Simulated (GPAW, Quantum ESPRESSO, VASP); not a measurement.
One structure in several programs: YTi2Ga4 (I4/mmm, 7 atoms in the cell)

Self-consistent single point.

```yaml
crystal:
  lattice:
    - [-3.39292, 3.39292, 2.74046]
    - [3.39292, -3.39292, 2.74046]
    - [3.39292, 3.39292, -2.74046]
  atoms:
    - { symbol: Y, position: [0.00000, 0.00000, 0.00000] }
    - { symbol: Ti, position: [0.75000, 0.25000, 0.50000] }
    - { symbol: Ti, position: [0.25000, 0.75000, 0.50000] }
    - { symbol: Ga, position: [0.30349, 0.69651, 0.00000] }
    - { symbol: Ga, position: [0.69651, 0.30349, 0.00000] }
    - { symbol: Ga, position: [0.69651, 0.69651, 0.39302] }
    - { symbol: Ga, position: [0.30349, 0.30349, 0.60698] }
```

All programs got the same cell, k-point mesh and kind of occupations (in GPAW's words: kpts = 5 5 5; mesh shift (steps) = 0 0 0; occupations.name = methfessel-paxton; occupations.width = 0.136 eV; occupations.order = 0); potentials, basis and cutoffs are each program's usual ones.

```tsv
code	model	pressure (GPa)	largest force (eV/Å)	cutoff
GPAW	PBEsol, GPAW PAW datasets PBEsol (made by gpaw-setup)	-4.27	0.107	850 eV
Quantum ESPRESSO	PBEsol, PseudoDojo standard norm-conserving (PBESOL) pseudopotentials	-4.70	0.057	85 Ry
VASP	PBEsol, VASP's PBE PAW potentials (set 64)	-4.94	0.049	300 eV
```

The spread over the programs that give each value: pressure within 0.67 GPa; largest force within 0.058 eV/Å.

The starting cell comes from a database of computed structures (which also holds hypothetical and non-ambient phases and stackings), without a prior relaxation at this level. Its lattice was rescaled by a random factor within 2.5 % of one. On GPAW's run: Spin polarisation is off. In the base run, with a pressure of about -4 GPa the cell is away from its equilibrium volume at this level.

Question: Why do the programs differ, and what cannot be compared?

Answer: Differences of this kind can come from the potentials, where these differ, and from what each basis and cutoff leave unconverged. The valence holds different numbers of electrons (GPAW 47, Quantum ESPRESSO 87, VASP 87). The zero of total energies and Fermi levels follows the potentials and each program's conventions, so they are not compared here.

VASP's run is marked for a possible Pulay error in its stress at this cutoff; no cutoff test was made.

Left out of this page: Ansatz, ABINIT, CP2K, Elk, FLEUR and SIESTA (not drawn, or without a comparable value).

Keys are those of Ansatz 0.2.
